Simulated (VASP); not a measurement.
Crystal: PtS2.

```
CELL_PARAMETERS angstrom
3.56759 0.00000 0.00000
-1.78379 3.08962 0.00000
0.00000 0.00000 4.80172
ATOMIC_POSITIONS crystal
Pt 0.00000 0.00000 0.00000
S 0.66667 0.33333 0.75069
S 0.33333 0.66667 0.24931
```

The cell is a database's computed one.

Base run:

- Program: VASP 6.6.1
- Functional: PBEsol
- Potentials or basis: VASP PAW PBE potentials, release 64 (Pt, S)
- Cutoff: 700 eV
- k mesh: 9 × 9 × 6
- Occupations: gaussian, width 0.02 eV
- Spin: no spin polarisation

Its results: band gap on the k mesh 0.36 eV, indirect (least direct gap 1.00 eV); pressure 0.0 GPa.

**Question.** The run is repeated on the same cell with these changes: cutoff from 700 eV to 520 eV; k mesh from 9 × 9 × 6 to 15 × 15 × 10. What comes out?

**Answer.** Band gap on the k mesh 0.27 eV, indirect (least direct gap 0.75 eV); pressure 0.0 GPa.

Caveats: the PAW data sets were made with another functional, which shifts forces and pressure a little; spin-orbit coupling is left out, which moves the levels of the heavy elements; an odd mesh through Γ misses points on the zone boundary, where band edges often lie.
